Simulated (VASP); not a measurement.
Given:

```
ZnP2Si
1.0
   -2.68522     2.68522     5.22759
    2.68522    -2.68522     5.22759
    2.68522     2.68522    -5.22759
Zn Si P
2 2 4
Direct
  0.00000   0.00000   0.00000
  0.75000   0.25000   0.50000
  0.50000   0.50000   0.00000
  0.25000   0.75000   0.50000
  0.87500   0.85799   0.48299
  0.14201   0.62500   0.01701
  0.37500   0.39201   0.51701
  0.60799   0.12500   0.98299
```

All values below come from r2SCAN meta-GGA, VASP's PBE PAW potentials (set 64) (plane waves; VASP). Numerical set-up: 400 eV cut-off, 7×7×7 Γ-centred mesh, tetrahedra with Blöchl corrections, potentials Zn Si P.

The cores are frozen, which limits the accuracy of field gradients.

### Question
Give the principal components of the electric field gradient (V/Å²) and the asymmetry η at each nucleus.

### Answer

| atom | Vxx | Vyy | Vzz | η |
|---|---|---|---|---|
| Zn1 | -6.0 | -6.0 | 12.0 | 0.00 |
| Zn2 | -6.0 | -6.0 | 12.0 | 0.00 |
| Si3 | 0.2 | 0.2 | -0.4 | - |
| Si4 | 0.2 | 0.2 | -0.4 | - |
| P5 | 48.2 | 3.0 | -51.2 | 0.88 |
| P6 | 48.2 | 3.0 | -51.2 | 0.88 |
| P7 | 48.2 | 3.0 | -51.2 | 0.88 |
| P8 | 48.2 | 3.0 | -51.2 | 0.88 |

The compound is ZnSiP2 in the chalcopyrite structure. It was relaxed first.
